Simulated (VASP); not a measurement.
VASP input:

KPOINTS:
```
Automatic mesh
0
Gamma
14 14 14
0 0 0
```

### INCAR
```
# general
SYSTEM  = Au
PREC    = Accurate
ENCUT   = 480
LREAL   = .FALSE.
LASPH   = .TRUE.   # aspherical one-centre terms

# electronic loop
EDIFF   = 1E-7
NELM    = 100
ALGO    = Normal
LMAXMIX = 6

# smearing
ISMEAR  = 1   # Methfessel-Paxton
SIGMA   = 0.1

# functional
GGA     = PS   # PBEsol

# ions
IBRION  = 2   # conjugate gradients
NSW     = 40
ISIF    = 3
EDIFFG  = -0.01
PSTRESS = 300   # kbar

# output
LWAVE   = .FALSE.
LCHARG  = .FALSE.
```

**POSCAR**
```
Au
1
    0.0000000000     2.0404513352     2.0404513352
    2.0404513352    -0.0000000000     2.0404513352
    2.0404513352     2.0404513352     0.0000000000
Au
1
Direct
  0.0000000000   0.0000000000   0.0000000000
```

POTCAR, in this order: Au (PBE.64 set). Program: vasp_std.

### Question
Write an equivalent input for Ansatz.

### Answer
One equivalent input (not run):
Ansatz 0.2 input:
```yaml
crystal:
  lattice:
    - [0.0000000, 2.0404513, 2.0404513]
    - [2.0404513, 0.0000000, 2.0404513]
    - [2.0404513, 2.0404513, 0.0000000]
  atoms:
    - { symbol: Au, position: [0.0000000, 0.0000000, 0.0000000] }
kpoints:
  mp_grid: { grid: [14, 14, 14] }
hamiltonian:
  xc: pbesol
  pseudopotentials: { kind: paw }
scf:
  occupations: { method: methfessel_paxton, width: 0.1 }
  max_iter: 100
relax:
  max_steps: 40
  f_tol: 0.01
  cell: { p_target: 30 }
output: { forces: true, stress: true, eigenvalues: true }
```
What does not carry over: each code has its own PAW files, so the cut-off isn't converted (ENCUT is set for VASP's; basis.ecutwfc is left out, and Ansatz then takes the one that its files recommend); Ansatz stops its SCF on the density residual and VASP on the energy change (EDIFF).

The compound is Au in the fcc structure. This run relaxes it under an external pressure of 30 GPa. Symmetry was kept, so distortions that lower it aren't found.
